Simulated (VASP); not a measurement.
Method: PBE GGA, VASP's PBE PAW potentials (set 64) (plane waves; VASP).

A VASP calculation is set up with these files.

INCAR:
```
SYSTEM = SrO
PREC = Accurate
ENCUT = 600
EDIFF = 1E-7
NELM = 100
ALGO = Normal
LREAL = .FALSE.
LASPH = .TRUE.
ISMEAR = 0
SIGMA = 0.05
GGA = PE
LMAXMIX = 4
LWAVE = .FALSE.
LCHARG = .FALSE.
ISIF = 2
```

**KPOINTS**
```
Automatic mesh
0
Gamma
8 8 8
0 0 0
```

**POSCAR**
```
SrO
5.2047910
  0.0000000000   0.4999999615   0.4999999615
  0.4999999615   0.0000000000   0.4999999615
  0.4999999615   0.4999999615   0.0000000000
Sr O
1 1
Cart
  0.0000000000   0.0000000000   0.0000000000
  0.4999999615   0.4999999615   0.4999999615
```

POTCAR, in this order: Sr_sv O (PBE.64 set). Program: vasp_std.

The run wrote:

### OSZICAR
```
       N       E                     dE             d eps       ncg     rms          rms(c)
DAV:   1     0.859731842898E+02    0.85973E+02   -0.96574E+03   696   0.147E+03
DAV:   2    -0.100908123315E+02   -0.96064E+02   -0.88015E+02   928   0.270E+02
DAV:   3    -0.141330134265E+02   -0.40422E+01   -0.40103E+01   908   0.534E+01
DAV:   4    -0.142528251185E+02   -0.11981E+00   -0.11974E+00   964   0.811E+00
DAV:   5    -0.142543852279E+02   -0.15601E-02   -0.15601E-02   908   0.823E-01    0.157E+01
DAV:   6    -0.121819319173E+02    0.20725E+01   -0.10564E+01   812   0.241E+01    0.188E+01
DAV:   7    -0.120632028070E+02    0.11873E+00   -0.63031E-01   872   0.700E+00    0.107E+01
DAV:   8    -0.120554319522E+02    0.77709E-02   -0.14468E-01   740   0.424E+00    0.749E-01
DAV:   9    -0.120558864671E+02   -0.45451E-03   -0.14211E-02   968   0.100E+00    0.222E-01
DAV:  10    -0.120566077875E+02   -0.72132E-03   -0.11859E-03   736   0.353E-01    0.563E-02
DAV:  11    -0.120567252350E+02   -0.11745E-03   -0.20887E-04   840   0.127E-01    0.423E-02
DAV:  12    -0.120567440922E+02   -0.18857E-04   -0.29424E-05   736   0.547E-02    0.248E-02
DAV:  13    -0.120567422833E+02    0.18089E-05   -0.39744E-06   884   0.237E-02    0.260E-03
DAV:  14    -0.120567420991E+02    0.18421E-06   -0.55632E-07   812   0.710E-03    0.170E-03
DAV:  15    -0.120567420984E+02    0.64369E-09   -0.48629E-08   492   0.218E-03
   1 F= -.12056742E+02 E0= -.12056742E+02  d E =-.406748E-18
```

File OUTCAR:
```
------------------------ aborting loop because EDIFF is reached ----------------------------------------
  FORCE on cell =-STRESS in cart. coord.  units (eV):
  Direction    XX          YY          ZZ          XY          YZ          ZX
  --------------------------------------------------------------------------------------
  Total       -0.0135179     -0.0135179     -0.0135179      0.0000000      0.0000000     -0.0000000
  in kB       -0.6144251     -0.6144251     -0.6144251      0.0000000      0.0000000     -0.0000000
  external PRESSURE =      -0.6144251 kB  Pullay stress =       0.0000000 kB
  volume of cell :       35.25
      direct lattice vectors                 reciprocal lattice vectors
     0.000000000  2.602395300  2.602395300    -0.192130688  0.192130688  0.192130688
     2.602395300  0.000000000  2.602395300     0.192130688 -0.192130688  0.192130688
     2.602395300  2.602395300  0.000000000     0.192130688  0.192130688 -0.192130688
  FREE ENERGIE OF THE ION-ELECTRON SYSTEM (eV)
  ---------------------------------------------------
  free  energy   TOTEN  =       -12.0567420984 eV

  energy  without entropy=      -12.0567420984  energy(sigma->0) =      -12.05674210
```
(Selected blocks of OUTCAR.)

The compound is SrO in the rock salt structure. It was relaxed first.
